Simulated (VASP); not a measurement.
Energy against volume of HgTe (zinc blende). Method: optB88-vdW, VASP's PBE PAW potentials (set 64) (plane waves; VASP). Settings: 520 eV cut-off, 10×10×10 Γ-centred mesh, first-order Methfessel-Paxton smearing of 0.10 eV, potentials Hg Te.

```tsv
V (Å³/atom)	E (eV/atom)
35.443	0.56193
36.539	0.55789
37.636	0.56133
38.732	0.57097
```

**Question.** Fit these four points and predict the energy of the run at 34.347 Å³/atom.

**Answer.** A cubic in V^(−2/3), the third-order Birch-Murnaghan form, passes through the four points with V0 = 36.55 Å³/atom and B0 = 36 GPa, and gives 0.5750 eV/atom there. The run gave 0.5750 eV/atom, -0.0 meV/atom from the fit; all five points give B0 = 36 GPa.

The compound is HgTe in the zinc blende structure. It was relaxed first, which changed the volume by +8 %.
